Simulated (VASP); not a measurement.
Data:

```
CELL_PARAMETERS angstrom
      0.00000     2.99377     2.99377
      2.99377     0.00000     2.99377
      2.99377     2.99377     0.00000
ATOMIC_POSITIONS crystal
  Pb 0.00000 0.00000 0.00000
  S  0.50000 0.50000 0.50000
```

Calculation: TPSS meta-GGA, VASP's PBE PAW potentials (set 64) (plane waves; VASP). Run with 520 eV cut-off, 9×9×9 Γ-centred mesh, tetrahedra with Blöchl corrections, potentials Pb_d S.

Unless said otherwise, spin-orbit coupling is left out, though it shifts the bands of the heavy elements here.

Q: Give the energies of bands 7 to 13 at the high-symmetry points, in eV from the valence-band maximum.

A: 
| band | Γ | X | U | L | W |
|---|---|---|---|---|---|
| 7 | -6.05 | -7.09 | -7.82 | -8.67 | -7.79 |
| 8 | -2.04 | -5.02 | -4.61 | -1.69 | -4.26 |
| 9 | -2.04 | -3.28 | -2.79 | -1.69 | -4.26 |
| 10 | -2.04 | -3.28 | -2.37 | 0.00 | -0.96 |
| 11 | 5.31 | 3.92 | 3.40 | 0.47 | 2.37 |
| 12 | 5.31 | 5.59 | 4.26 | 2.17 | 4.71 |
| 13 | 5.31 | 5.74 | 5.09 | 2.17 | 4.71 |

The gap is direct, 0.47 eV, from the valence maximum at L to the conduction minimum at L.

Measured: gap 0.37 eV (computed value off by +0.10 eV), as given by Wikipedia, List of semiconductor materials.

The compound is PbS in the rock salt structure. It was relaxed first.
